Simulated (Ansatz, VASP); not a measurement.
**Ni (Ni(100)): VASP beside Ansatz**

Wanted: the spread between two codes on one cell, functional and k mesh. Of the first pair: The structure shown is the start of the Ansatz relaxation below; VASP solves that cell, so the two are compared at the walk's first step.

Program: Ansatz 0.2.0. Level of theory: plane waves, with VASP 6.6.1 beside it; single point at PBE. Results are calculated unless marked as measured.

**1. Starting point**

The cell holds 8 atoms: 8 Ni. Cell: a = 2.489 Å, b = 2.489 Å, c = 30.320 Å, α = 90.0°, β = 90.0°, γ = 90.0°. Vacuum lies along c.

**2. Ansatz: relaxation, PBE**

Ansatz runs on its default PAW (the set named soft_2) files.

The two programs are compared at the cell with which this relaxation starts, whose forces are those of its first step.

input.yaml

```yaml
crystal:
  lattice:
    - [2.4890158698, 0.0, 0.0]
    - [0.0, 2.4890158698, 0.0]
    - [0.0, 0.0, 30.32]
  atoms:
    - { symbol: Ni, position: [0.5, 0.5, 0.2968337731], spin: 0.7 }
    - { symbol: Ni, position: [0.0, 0.0, 0.3548812665], spin: 0.7 }
    - { symbol: Ni, position: [0.5, 0.5, 0.4129287599], spin: 0.7 }
    - { symbol: Ni, position: [0.0, 0.0, 0.4709762533], spin: 0.7 }
    - { symbol: Ni, position: [0.5, 0.5, 0.5290237467], spin: 0.7 }
    - { symbol: Ni, position: [0.0, 0.0, 0.5870712401], spin: 0.7 }
    - { symbol: Ni, position: [0.5, 0.5, 0.6451187335], spin: 0.7 }
    - { symbol: Ni, position: [0.0, 0.0, 0.7031662269], spin: 0.7 }
magnetization:
  spin_polarized: true
kpoints:
  mp_grid: { grid: [13, 13, 1] }
hamiltonian:
  xc: pbe
scf:
  occupations: { method: fermi_dirac, width: 0.1 }
efield:
  axis: 3
  dipole_correction: true
  ramp_width: 0.05
relax:
  f_tol: 0.02
  max_steps: 60
  constraints: [{ sites: [0, 1, 2, 3] }]
output:
  write_potential: true
  write_density: true
  volumetric_format: npy
```

On the command line:

```console
$ ansatz run input.yaml --threads 4 --pin off --max-ram 8192MiB --backend cpu --events-out ev --progress --plain --runs-dir out
```

Numbers of over 12 decimals in the logs are rounded to 6 here.

What it wrote:

```text
Engine: ansatz 0.2.0, x86_64-unknown-linux-gnu
Pseudopotentials: kind: paw
Pseudopotential: Ni, paw, valence charge 18, recommended cutoff 420 eV (normal), Ni.paw.azcp
Functional definition: PBE
  parameter kappa = 0.804
  parameter beta = 0.066725
  exchange = pbe_x(kappa = kappa, mu = beta*pi^2/3)
  correlation = pbe_c(beta = beta)
Crystal: 8 atoms, lattice volume = 187.838 Å³
Basis set: ecut = 420 eV, 3637 PW (Γ), exchange–correlation on 36×36×432 points (8 copies of the dense FFT grid, shifted against one another)
Bands: 90, of which v1, the nominal top of the filled ones, is band 72 counted from 1 (71 counted from 0)
Symmetry: 8 space group operations
k-points: 28 of 169
Non-local potential: Ni, projectors of the file, l = 0: 3, l = 1: 2, l = 2: 3, l = 3: 1
PAW form: soft (Blöchl's): semilocal exchange-correlation on the pseudo side does not see the compensation charge
PAW one-centre angular grid: Ni, 590 points (default); XC on 64 Gauss nodes
Initial density: superposition of atomic densities (neutral atoms: chi_scale 0, normalization atom)
Starting moments: Σ|m| = 5.6 μB on 8 of 8 sites
Initial wavefunctions: pseudopotential atomic-orbital guess
Functional: x = pbe(κ = 0.804, μ = 0.219515), c = pbe(β = 0.066725)
SCF iter   1: F=—  HF=-46708.927954 eV  |F-HF|=—  |Δ(HF+E_count)|=         —  Δρ=3.48e-2 (↑1.43e-2 ↓3.48e-2)  dr2=7.73e0  dr2_m=4.68e-1  M=5.883 μB ∫|m|=6.161 μB  β_m=1.00  ethr=3.10e-3  p=0.000 e·Å  D=4.20e-13 V/Å  ΔV_dip=-0.00 eV  dr2_dipole=4.38e-9  V_vac-E_F(+/−)=7.29/7.29 eV  ⟨swp⟩=9.0  Hψ=23322  notcnv=0  defer=133
Mixer restart at iter 1: flushing history
efield: sawtooth ramp at fractional position 0.9750 (placed from the atoms, in the widest stretch of the axis that holds none; the zero of the levels goes with the place), width 0.0500; the density the first Hamiltonian is built on has a dipole p = 0.000 e·Å; the dipole correction subtracts the counter field D = 4.20e-13 V/Å, which shifts the + side's vacuum level by -0.00 eV against the − side's; the planar-averaged density in the ramp window peaks in size at 7.2e-6 e/Å³
preconditioner: auto → LDOS  [metal: Δε(μ)=0.004 eV  Ē_g=7.518 eV  σ=0.100 eV  W_gap=0.01  n_scr=52 (ndim 8)  ℏωp=24.2 eV  f_vac=0.495  D(μ)=15.45/eV (n_scr^D=212)]
spin=Collinear: LDOS preconditioning applied to the charge; magnetization (m = ρ↑ − ρ↓) channel mixes plain (no charge-response kernel on spin).
SCF iter   2: F=—  HF=-46709.562579 eV  |F-HF|=—  |Δ(HF+E_count)|=   6.35e-1  Δρ=1.52e-2 (↑1.52e-2 ↓1.15e-2)  dr2=1.08e0  dr2_m=1.19e-2  M=5.781 μB ∫|m|=6.319 μB  β_m=0.30  ethr=3.10e-3  p=-0.000 e·Å  D=-3.23e-4 V/Å  ΔV_dip=0.01 eV  dr2_dipole=8.37e-4  V_vac-E_F(+/−)=6.28/6.27 eV  ⟨swp⟩=2.3  Hψ=8434  notcnv=0  defer=244
density mixer auto → msr1: a metal under ldos (density of states about μ 3.95 of a free-electron gas's, 52 screened modes)
SCF iter   3: F=—  HF=-46712.352253 eV  |F-HF|=—  |Δ(HF+E_count)|=    2.79e0  Δρ=7.49e-3 (↑7.49e-3 ↓6.18e-3)  dr2=2.62e-1  dr2_m=6.68e-3  M=5.751 μB ∫|m|=6.319 μB  β_m=0.48  ethr=7.48e-4  p=-0.000 e·Å  D=-1.43e-4 V/Å  ΔV_dip=0.00 eV  dr2_dipole=1.32e-3  V_vac-E_F(+/−)=5.86/5.85 eV  ⟨swp⟩=2.6  Hψ=8047  notcnv=0  defer=246
SCF iter   4: F=—  HF=-46715.446800 eV  |F-HF|=—  |Δ(HF+E_count)|=         —  Δρ=7.30e-3 (↑4.69e-3 ↓7.30e-3)  dr2=1.73e-1  dr2_m=6.75e-3  M=5.547 μB ∫|m|=6.233 μB  β_m=0.48  ethr=1.82e-4  p=0.000 e·Å  D=1.92e-4 V/Å  ΔV_dip=-0.01 eV  dr2_dipole=1.04e-3  V_vac-E_F(+/−)=5.26/5.27 eV  ⟨swp⟩=3.2  Hψ=10277  notcnv=0  defer=271
SCF iter   5: F=—  HF=-46716.022626 eV  |F-HF|=—  |Δ(HF+E_count)|=   5.76e-1  Δρ=5.41e-3 (↑2.74e-3 ↓5.41e-3)  dr2=7.71e-2  dr2_m=6.46e-3  M=5.422 μB ∫|m|=6.121 μB  β_m=0.74  ethr=1.20e-4  p=0.000 e·Å  D=2.09e-4 V/Å  ΔV_dip=-0.01 eV  dr2_dipole=7.96e-5  V_vac-E_F(+/−)=5.14/5.14 eV  ⟨swp⟩=2.0  Hψ=7982  notcnv=0  defer=330
SCF iter   6: F=—  HF=-46716.258319 eV  |F-HF|=—  |Δ(HF+E_count)|=   2.36e-1  Δρ=4.29e-3 (↑3.68e-3 ↓4.29e-3)  dr2=7.01e-2  dr2_m=8.54e-4  M=5.292 μB ∫|m|=6.005 μB  β_m=0.62  ethr=5.35e-5  p=0.000 e·Å  D=1.65e-4 V/Å  ΔV_dip=-0.01 eV  dr2_dipole=3.32e-6  V_vac-E_F(+/−)=4.97/4.97 eV  ⟨swp⟩=2.5  Hψ=10042  notcnv=0  defer=349
SCF iter   7: F=—  HF=-46716.237134 eV  |F-HF|=—  |Δ(HF+E_count)|=   2.12e-2  Δρ=1.68e-3 (↑1.58e-3 ↓1.68e-3)  dr2=1.82e-2  dr2_m=2.20e-4  M=5.269 μB ∫|m|=5.983 μB  β_m=0.55  ethr=4.87e-5  p=-0.000 e·Å  D=-4.59e-5 V/Å  ΔV_dip=0.00 eV  dr2_dipole=2.26e-6  V_vac-E_F(+/−)=4.94/4.94 eV  ⟨swp⟩=2.2  Hψ=9208  notcnv=0  defer=339
SCF iter   8: F=—  HF=-46716.235865 eV  |F-HF|=—  |Δ(HF+E_count)|=   1.27e-3  Δρ=4.75e-4 (↑4.75e-4 ↓4.31e-4)  dr2=1.49e-3  dr2_m=4.17e-5  M=5.283 μB ∫|m|=6.001 μB  β_m=0.62  ethr=1.26e-5  p=0.000 e·Å  D=1.78e-5 V/Å  ΔV_dip=-0.00 eV  dr2_dipole=3.12e-6  V_vac-E_F(+/−)=4.92/4.92 eV  ⟨swp⟩=2.0  Hψ=7242  notcnv=0  defer=339
[...]
the band table was solved once a step of the walk had ended and its energy, with any forces and stress, was formed, with the checks that follow a solve (27010 applications of the Hamiltonian). They found nothing against the state; the energy, forces and stress were not computed again (output.eigenvalues in the input reference)
WARN: The output density's exchange-correlation potential varies sharply where the density is thin. Do not read a vacuum level from v_tot or v_xc, or from such a field of the output density. On a cell that repeats whose density bears no net charge and no dipole along the vacuum's axis use v_es (v_loc + v_h of the components); under efield.dipole_correction with no amplitude use v_es + v_field, which holds any externa [...]
SCF converged after 4 iterations
Magnetization: 5.2794 μB (74.6397 up, 69.3603 down)
Absolute magnetization: 6.0060 μB (∫|ρ↑−ρ↓|, with the PAW one-centre terms)
Spin contamination: 0.0676 ħ² per cell (⟨S²⟩ above its minimum at these occupations)
Per-site moments (μB) at R_I (Å): [(0.768975, 1.026719), (0.688852, 1.026719), (0.678253, 1.026719), (0.662141, 1.026719), (0.661539, 1.026717), (0.675319, 1.026717), (0.690774, 1.007718), (0.764588, 1.007718)]
Free energy (F): -46716.246810 eV
Harris-Foulkes:  -46716.246810 eV  (|F-HF|=8.34e-8)
Internal energy: -46715.806895 eV  (E = F + TS)
E sigma→0 (E₀):  -46716.026852 eV
Entropy (-TS):   -0.439916 eV (-54.989 meV/atom)
Fermi energy:    5.843416 eV
Dipole field:    D = -0.000063 V/Å  (p = -0.000066 e·Å, saw-weighted, corrected)
Work function:   Φ+ = 4.9026 eV   Φ− = 4.9007 eV
Levels:          The Fermi level and band energies are counted from a zero that moves with the ramp; work functions are not
--- Per-component energies (eV) ---
  E_band       = -4035.398319
  E_kinetic    = 2254.110029
  E_local      = -472229.227599  (includes V_loc(G=0)·N_el)
  E_nonlocal   = 5093.033213
  E_hartree    = 232964.661972
  E_xc         = -674.481306
  E_vxc        = -869.390257  (∫ρ·V_xc dr)
  E_paw        = -13044.081703  (= ΣΔE_a)
  E_vpaw       = -4213.140065  (= ΣTr[D̂ρ^β])
  E_aug_tail   = 0.004410  (compensation charges beyond the density's cutoff)
  E_efield     = 0.000000  (sawtooth field / dipole correction)
  E_vefield    = -0.000037  (∫n·V_field dr)
  E_ewald      = 198920.174089
  E_smearing   = -0.439916  (= −TS)
  E_closure    = -0.000000  (closes the sum)
  Σ components = -46716.246810   (vs F -46716.246810, Δ=0.00e0)
--- Forces (eV/Å), atoms counted from 1 ---
  atom   1  Ni    -0.00000000     0.00000000     0.31888312
  atom   2  Ni     0.00000000     0.00000000    -0.36150997
  atom   3  Ni    -0.00000000     0.00000000     0.03507209
  atom   4  Ni     0.00000000     0.00000000     0.00649813
  atom   5  Ni     0.00000000     0.00000000     0.00262890
  atom   6  Ni    -0.00000000     0.00000000     0.00064254
  atom   7  Ni     0.00000000     0.00000000    -0.01633248
  atom   8  Ni    -0.00000000     0.00000000     0.01412742
  max |Σ_I F_I| component: 9.74e-6 eV/Å
--- Band table (eV; the first three rows and the last of 56) ---
  k-point 0 ↑: bands = [... 68 lower, 4.9511, 4.9511, 5.0568, 5.1739, 5.1956, 5.1956, 5.2429, 5.2796, ... 14 higher]
  k-point 1 ↑: bands = [... 68 lower, 4.8761, 4.9246, 5.0492, 5.0783, 5.1065, 5.2087, 5.2139, 5.2161, ... 14 higher]
  k-point 2 ↑: bands = [... 68 lower, 4.8207, 4.8403, 4.9641, 5.0192, 5.0468, 5.1487, 5.2510, 5.3076, ... 14 higher]
  k-point 27 ↓: bands = [... 68 lower, 6.2073, 6.2220, 6.4226, 6.4591, 8.2509, 8.8902, 9.2907, 9.9031, ... 14 higher]
--- Relaxed structure (4 steps of the walk, 4 accepted, 0 SCFs on fresh bases) ---
  F+E_penalty+E_count = -46716.24681027 eV   max|allowed force component| = 1.633e-2 eV/Å
  atoms:
    - { symbol: Ni, position: [0.500000, 0.500000, 0.296834] }
    - { symbol: Ni, position: [0.0, 0.0, 0.354881] }
    - { symbol: Ni, position: [0.500000, 0.500000, 0.412929] }
    - { symbol: Ni, position: [0.0, 0.0, 0.470976] }
    - { symbol: Ni, position: [0.500000, 0.500000, 0.529051] }
    - { symbol: Ni, position: [0, 0.0, 0.587099] }
    - { symbol: Ni, position: [0.500000, 0.500000, 0.645648] }
    - { symbol: Ni, position: [0, 0.0, 0.701526] }
```

In the SCF lines HF is the Harris–Foulkes energy and dr2 the Hartree energy of the density residual, in eV; the loop may stop once dr2 is under the threshold and the program's other checks hold. Hψ counts applications of the Hamiltonian.

(Part 1 of 2 ends here.)

[Lines on the potential files, build, host, timing and source positions are cut from VASP's logs without a mark.]

[Logs are printed without paths, hosts, clocks, repeated set-up lines and the standing remarks that a program may print on its own settings, such as how far it seeks lower states.]

[Hosts, paths, dates, database ids (printed as entryN), source tags and the programs' standing remarks are cut or masked in the printed files.]
